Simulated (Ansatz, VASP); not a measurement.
# Cross-check of Ga2S3 between VASP and Ansatz, part 2 of 2

One calculation is typed for both programs; each brings its own data sets. How far apart do they land? The cell is taken from a series of runs on this material, whose earlier steps may have relaxed, scaled, displaced or heated it; both programs get it as it stands.

VASP 6.6.1 and Ansatz 0.2.0.

So far: The structure; VASP: G0W0 gap, LDA.

### 3. Ansatz: G0W0 gap, LDA

Level of this step: Ansatz beside VASP: Kohn-Sham DFT, plane waves, LDA (Ansatz).

Ansatz runs on its PAW soft_1 files.

The same cell, functional (in two slightly different forms) and mesh now go to Ansatz, which takes its cutoff from its data sets.

File input.yaml:

```yaml
crystal:
  lattice:
    - [5.5535, -3.1975, 0.0]
    - [5.5535, 3.1975, 0.0]
    - [-3.6339226554, 0.0, 6.2477126519]
  atoms:
    - { symbol: Ga, position: [0.6377851262, 0.4469014267, 0.1277088642] }
    - { symbol: Ga, position: [0.4469014267, 0.6377851262, 0.6277088642] }
    - { symbol: Ga, position: [0.2686313705, 0.1357323591, 0.1157070365] }
    - { symbol: Ga, position: [0.1357323591, 0.2686313705, 0.6157070365] }
    - { symbol: S, position: [0.9119163865, 0.0853808452, 0.9933970419] }
    - { symbol: S, position: [0.0853808452, 0.9119163865, 0.4933970419] }
    - { symbol: S, position: [0.426114001, 0.2461876532, 0.4925691787] }
    - { symbol: S, position: [0.2461876532, 0.426114001, 0.9925691787] }
    - { symbol: S, position: [0.5844663433, 0.7554644884, 0.0034278786] }
    - { symbol: S, position: [0.7554644884, 0.5844663433, 0.5034278786] }
kpoints:
  mp_grid: { grid: [2, 2, 2] }
hamiltonian:
  xc: lda
  pseudopotentials: { kind: paw, azcp: { folder: soft_1 }, xc_functional: pbe }
scf:
  occupations: { method: fixed }
gw:
  n_empty_bands: 802
  ecut_chi: 140
  qp_bands: [v3, c3]
  qp_kpoints: band_edges
  screening: { model: contour_deformation }
```

The run is started by

```console
$ ansatz run input.yaml --threads 4 --pin off --max-ram 138240MiB --backend cuda --events-out ev --progress --plain --runs-dir out --devices 1 --max-vram 26GiB
```

Numbers of over 12 decimals in the logs are rounded to 6 here.

Log:

```text
GPUs: using 1 of 1 available (devices: 1).
Engine: ansatz 0.2.0, x86_64-unknown-linux-gnu
Pseudopotentials: kind: paw
Pseudopotential: Ga, paw, valence charge 13, recommended cutoff 420 eV (normal), soft_1/Ga.paw.azcp
Pseudopotential: S, paw, valence charge 6, recommended cutoff 420 eV (normal), soft_1/S.paw.azcp
Functional definition: SPW92
  exchange = slater_x
  correlation = pw_c
concurrent solve slots: 3 of 4 are kept, ahead of what memory takes: no pass of the eigensolver takes more rounds on 3
device memory: the entry about to start is reckoned to put 4.0 GiB on a device that reports 57.4 GiB free (of which the cap on the GPU budget leaves the run 26.0 GiB)
GPU FFT provider: cuFFT
GPU libraries: cuBLAS 13.8.2, cuFFT 12.4.0, cuSOLVER 12.3.4
Crystal: 10 atoms, lattice volume = 221.885 Å³
Basis set: ecut = 420 eV, 4349 PW (Γ)
Bands: 54, of which v1, the nominal top of the filled ones, is band 44 counted from 1 (43 counted from 0)
Symmetry: 2 space group operations
Space group: Cc (ITA 9), of the structure as read, at distance tolerance 6.1e-5 Å
k-points: 6 of 8
Non-local potential: Ga, projectors of the file, l = 0: 2, l = 1: 2, l = 2: 3, l = 3: 1
Non-local potential: S, projectors of the file, l = 0: 2, l = 1: 2, l = 2: 1
PAW form: soft (Blöchl's): semilocal exchange-correlation on the pseudo side does not see the compensation charge
PAW frozen core: Ga, regenerated for the run's functional, and the local potential with it (the file was generated under x = pbe(κ = 0.804, μ = 0.219515), c = pbe(β = 0.066725))
PAW frozen core: S, regenerated for the run's functional, and the local potential with it (the file was generated under x = pbe(κ = 0.804, μ = 0.219515), c = pbe(β = 0.066725))
PAW one-centre angular grid: Ga, 590 points (default); XC on 64 Gauss nodes
PAW one-centre angular grid: S, 110 points (default); XC on 64 Gauss nodes
Initial density: superposition of atomic densities (chi_scale 0.1, normalization cell, long waves kept (reshape's long-wave potential 0.05 eV rms))
Initial wavefunctions: pseudopotential atomic-orbital guess
GPU buffer pool allocated for 101250 grid points (all kernels)
GPU transforms: local potential and band sums: pruned to the plane-wave sphere, on 45×45×50
Functional: x = slater, c = lda
SCF iter   1: F=—  HF=-20052.715889 eV  |F-HF|=—  |Δ(HF+E_count)|=         —  Δρ=4.81e-2  dr2=3.46e0  ethr=3.10e-3  ⟨swp⟩=5.0  Hψ=1116  notcnv=0  defer=45
preconditioner: auto → Resta (q_TF=auto, 2.339 Å⁻¹)  ε∞=3.7  [insulator: Δε(μ)=1.876 eV  Ē_g=14.241 eV  n_scr=52 (ndim 8)  ℏωp=23.4 eV  f_vac=0.000  ε∞_Penn≈3.7]
SCF iter   2: F=—  HF=-20051.829564 eV  |F-HF|=—  |Δ(HF+E_count)|=   8.86e-1  Δρ=2.23e-2  dr2=8.10e-1  ethr=3.10e-3  ⟨swp⟩=3.3  Hψ=658  notcnv=0  defer=48
SCF iter   3: F=—  HF=-20051.544334 eV  |F-HF|=—  |Δ(HF+E_count)|=   2.85e-1  Δρ=5.88e-3  dr2=6.36e-2  ethr=9.20e-4  ⟨swp⟩=2.7  Hψ=561  notcnv=0  defer=48
SCF iter   4: F=—  HF=-20051.500279 eV  |F-HF|=—  |Δ(HF+E_count)|=   4.41e-2  Δρ=1.96e-3  dr2=9.07e-3  ethr=7.22e-5  ⟨swp⟩=2.8  Hψ=578  notcnv=0  defer=48
SCF iter   5: F=—  HF=-20051.501192 eV  |F-HF|=—  |Δ(HF+E_count)|=   9.13e-4  Δρ=7.19e-4  dr2=1.41e-3  ethr=1.03e-5  ⟨swp⟩=2.0  Hψ=568  notcnv=0  defer=48
SCF iter   6: F=—  HF=-20051.501281 eV  |F-HF|=—  |Δ(HF+E_count)|=   8.90e-5  Δρ=1.79e-4  dr2=9.59e-5  ethr=1.60e-6  ⟨swp⟩=3.0  Hψ=557  notcnv=0  defer=48
SCF iter   7: F=—  HF=-20051.501307 eV  |F-HF|=—  |Δ(HF+E_count)|=   2.54e-5  Δρ=7.06e-5  dr2=1.29e-5  ethr=1.09e-7  ⟨swp⟩=3.0  Hψ=614  notcnv=0  defer=45
SCF iter   8: F=—  HF=-20051.501306 eV  |F-HF|=—  |Δ(HF+E_count)|=   4.74e-7  Δρ=2.08e-5  dr2=1.19e-6  ethr=1.47e-8  ⟨swp⟩=2.0  Hψ=424  notcnv=0  defer=45
SCF iter   9: F=—  HF=-20051.501307 eV  |F-HF|=—  |Δ(HF+E_count)|=   5.98e-7  Δρ=6.88e-6  dr2=1.08e-7  ethr=1.36e-9  ⟨swp⟩=2.8  Hψ=563  notcnv=0  defer=45
SCF iter  10: F=-20051.501307 eV  HF=-20051.501307 eV  |F-HF|=3.80e-8  |Δ(HF+E_count)|=   8.20e-9  Δρ=3.12e-6  dr2=1.55e-8  ethr=1.14e-10  ⟨swp⟩=13.2  Hψ=1637  notcnv=0
SCF 1 converged in 10 iterations: F = -20051.501307 eV  dr2 = 1.55e-8
  greatest PAW one-centre occupation: 0.995 electrons in one spin orbital (limit 2), on the Ga atom at site 0 (counted from 0), in its partial waves of l = 2
concurrent solve slots: 3 of 4 are kept, ahead of what memory takes: no pass of the eigensolver takes more rounds on 3
device memory: the entry about to start is reckoned to put 5.1 GiB on a device that reports 57.3 GiB free (of which the cap on the GPU budget leaves the run 26.0 GiB)
NSCF: frozen V_eff on 6 k-points
the band table was solved once the SCF had ended and its energy, with any forces and stress, was formed, with the checks that follow a solve (1468 applications of the Hamiltonian). They found nothing against the state; the energy, forces and stress were not computed again (output.eigenvalues in the input reference)
concurrent solve slots: 3 of 4 are kept, ahead of what memory takes: no pass of the eigensolver takes more rounds on 3
device memory: the entry about to start is reckoned to put 7.1 GiB on a device that reports 57.4 GiB free (of which the cap on the GPU budget leaves the run 26.0 GiB)
NSCF: frozen V_eff on 6 k-points
G₀W₀ screening: q 1/6
[... further progress lines ...]
device memory: the entry about to start is reckoned to put 1.2 GiB on a device that reports 57.2 GiB free (of which the cap on the GPU budget leaves the run 26.0 GiB)
NSCF: frozen V_eff on 1 k-points
device memory: the entry about to start is reckoned to put 1.2 GiB on a device that reports 57.2 GiB free (of which the cap on the GPU budget leaves the run 26.0 GiB)
NSCF: frozen V_eff on 1 k-points
device memory: the entry about to start is reckoned to put 1.2 GiB on a device that reports 57.2 GiB free (of which the cap on the GPU budget leaves the run 26.0 GiB)
NSCF: frozen V_eff on 1 k-points
SCF converged after 10 iterations
Free energy (F): -20051.501307 eV
Harris-Foulkes:  -20051.501307 eV  (|F-HF|=3.80e-8)
Internal energy: -20051.501307 eV  (E = F + TS)
E sigma→0 (E₀):  -20051.501307 eV
Fermi energy:    4.942642 eV
--- Per-component energies (eV) ---
  E_band       = -414.000718
  E_kinetic    = 1079.853508
  E_local      = -8195.676073  (includes V_loc(G=0)·N_el)
  E_nonlocal   = -146.232566
  E_hartree    = 4641.380588
  E_xc         = -776.957166
  E_vxc        = -717.804402  (∫ρ·V_xc dr)
  E_paw        = -11132.124997  (= ΣΔE_a)
  E_vpaw       = -1716.904045  (= ΣTr[D̂ρ^β])
  E_aug_tail   = -0.000866  (compensation charges beyond the density's cutoff)
  E_ewald      = -5529.576846
  E_core_change = 7.833111  (= ΣΔE_core)
  E_smearing   = -0.000000  (= −TS)
  E_closure    = -0.000000  (closes the sum)
  Σ components = -20051.501307   (vs F -20051.501307, Δ=0.00e0)
--- Band table (eV; the first three rows and the last of 6) ---
  k-point 0: bands = [... 40 lower, 4.1195, 4.3687, 4.5414, 4.9426, 6.4313, 7.4510, 7.7980, 7.9765, ... 6 higher]
  k-point 1: bands = [... 40 lower, 4.0402, 4.0402, 4.5065, 4.5065, 7.8584, 7.8584, 8.5407, 8.5407, ... 6 higher]
  k-point 2: bands = [... 40 lower, 3.6550, 3.7040, 3.8796, 4.8589, 7.1750, 7.2593, 7.8655, 8.4328, ... 6 higher]
  k-point 5: bands = [... 40 lower, 3.5858, 3.5858, 4.4353, 4.4353, 7.2603, 7.2603, 8.2110, 8.2110, ... 6 higher]
--- G₀W₀: contour deformation, 7 samples at zero and on the imaginary axis and 1 off it, 8 q-points, 802 empty bands' worth ---
  eigenvalues of the whole cell's RPA ε∞ on this k-mesh (on a slab, of 1 + 4πα/V) = 7.0000, 7.2698, 8.2164; static W/v taken at q = 0 is 0.133941
  gw.qp_kpoints: band_edges: 6 of 6 stored k-points solved, in 1 pass; an edge of the gap read off the rows below is read off those points alone
    ik  band        ε_KS         Σx   Σc(E_QP)       V_xc       Z   E_QP_lin       E_QP  E_QP is
     0    42      4.3687   -19.1515     2.1032   -16.4203  0.7369     3.7298     3.7408  root
     0    43      4.5414   -18.9823     2.2182   -16.1169  0.7336     3.8818     3.8943  root
     0    44      4.9426   -18.5489     2.2840   -15.6010  0.7290     4.2650     4.2788  root
     0    45      6.4313   -10.0675    -4.1193   -14.8070  0.7670     7.0609     7.0515  root
     0    46      7.4510    -9.4714    -4.2908   -14.4422  0.7655     8.1433     8.1310  root
     0    47      7.7980    -9.3756    -4.3541   -14.3797  0.7617     8.4597     8.4479  root
     1    42      4.0402   -19.0242     2.2541   -16.1213  0.7358     3.3793     3.3915  root
     1    43      4.5065   -18.5716     2.3549   -15.5432  0.7284     3.8184     3.8331  root
     1    44      4.5065   -18.5716     2.3549   -15.5432  0.7284     3.8184     3.8331  root
     1    45      7.8584    -9.9575    -4.4559   -15.1202  0.7591     8.5792     8.5651  root
     1    46      7.8584    -9.9575    -4.4559   -15.1202  0.7591     8.5792     8.5651  root
     1    47      8.5407    -6.6623    -4.2664   -11.4117  0.7730     9.0298     9.0237  root
     2    42      3.7040   -18.3988     2.3646   -15.3755  0.7305     3.0316     3.0453  root
     2    43      3.8796   -17.9232     2.5429   -14.6970  0.7197     3.1783     3.1963  root
     2    44      4.8589   -18.3329     2.3746   -15.2764  0.7266     4.1618     4.1770  root
     2    45      7.1750    -9.3877    -4.1579   -14.1574  0.7665     7.7963     7.7866  root
     2    46      7.2593    -9.2169    -4.1602   -13.9846  0.7677     7.8762     7.8667  root
     2    47      7.8655    -9.8160    -4.3402   -14.8227  0.7592     8.5443     8.5319  root
     3    42      3.9122   -18.4520     2.3333   -15.4576  0.7306     3.2375     3.2511  root
     3    43      4.1376   -17.8894     2.5212   -14.6820  0.7210     3.4334     3.4514  root
     3    44      4.3904   -17.9569     2.4369   -14.8364  0.7243     3.6904     3.7068  root
     3    45      7.4803    -9.2946    -4.1937   -14.1124  0.7650     8.1145     8.1043  root
     3    46      7.7219    -9.4035    -4.2811   -14.3411  0.7636     8.3901     8.3785  root
     3    47      8.2494    -9.9444    -4.5345   -15.1948  0.7550     8.9807     8.9654  root
[...]
4    46      7.7692    -9.8408    -4.4012   -14.9286  0.7595     8.4691     8.4559  root
     4    47      7.7849    -8.4468    -4.1788   -13.2253  0.7693     8.3940     8.3846  root
     5    42      3.5858   -18.3430     2.3483   -15.3450  0.7271     2.9218     2.9360  root
     5    43      4.4353   -18.2285     2.4310   -15.1133  0.7250     3.7351     3.7511  root
     5    44      4.4353   -18.2285     2.4310   -15.1133  0.7250     3.7351     3.7511  root
     5    45      7.2603    -9.3923    -4.1674   -14.1778  0.7666     7.8882     7.8783  root
     5    46      7.2603    -9.3923    -4.1674   -14.1778  0.7666     7.8882     7.8783  root
     5    47      8.2110    -9.3401    -4.4254   -14.4341  0.7595     8.8924     8.8795  root
```

### 4. Differences

Known differences besides the potentials themselves: the two LDA forms differ slightly; fixed occupations in Ansatz, narrow Gaussian smearing in VASP; the cutoff is 420 eV in Ansatz and 430 eV in VASP; VASP's log shows a relativistic correction to its local exchange, Ansatz's none; Ansatz integrates over frequency by contour deformation, VASP on a grid of NOMEGA points; Ansatz's G0W0 levels solve the quasiparticle equation, VASP's are linearised. Total energies have different zeros and are not compared.

Both answers:

```tsv
quantity	Ansatz	VASP	difference
G0W0 gap on the mesh (eV)	2.77	2.83	-0.06
Kohn-Sham gap under it (eV)	1.49	1.50	-0.01
```

### 5. Outcome

- difference in G0W0 gap on the mesh (G0W0 gap, LDA): -0.058 eV

What this shows: The difference in G0W0 gap on the mesh is -0.058 eV (G0W0 gap, LDA). How closely two codes agree says nothing of how well the functional describes the real material.

[Lines on the potential files, build, host, timing and source positions are cut from VASP's logs without a mark.]

[Logs are printed without paths, hosts, clocks, repeated set-up lines and the standing remarks that a program may print on its own settings, such as how far it seeks lower states.]

[Hosts, paths, dates, database ids (printed as entryN), source tags and the programs' standing remarks are cut or masked in the printed files.]
